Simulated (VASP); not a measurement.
Given:

```xyz
2
Lattice="1.5796 -2.7359 0.0000 1.5796 2.7359 0.0000 0.0000 0.0000 5.0330" Properties=species:S:1:pos:R:3 pbc="T T T"
Mg     1.5796     0.9120     1.2583
Mg     1.5796    -0.9120     3.7748
```

Computed with PBE GGA, VASP's PBE PAW potentials (set 64) (plane waves; VASP). Run with 480 eV cut-off, 12×12×8 Γ-centred mesh, first-order Methfessel-Paxton smearing of 0.10 eV, potentials Mg.

**Question.** Estimate the energy per atom (σ→0), pressure, band gap (on the k-mesh) with the smallest direct gap where there is one.

**Answer.** 
```
Quantity                                                     Value
------------------------  ----------------------------------------
band gap (on the k-mesh)  none (metal, semimetal or under 0.01 eV)
energy per atom (σ→0)                       -144.7 kJ/mol of atoms
pressure                                                  1.99 GPa
```

The compound is Mg in the hcp structure. It was relaxed first under an external pressure of 2 GPa.
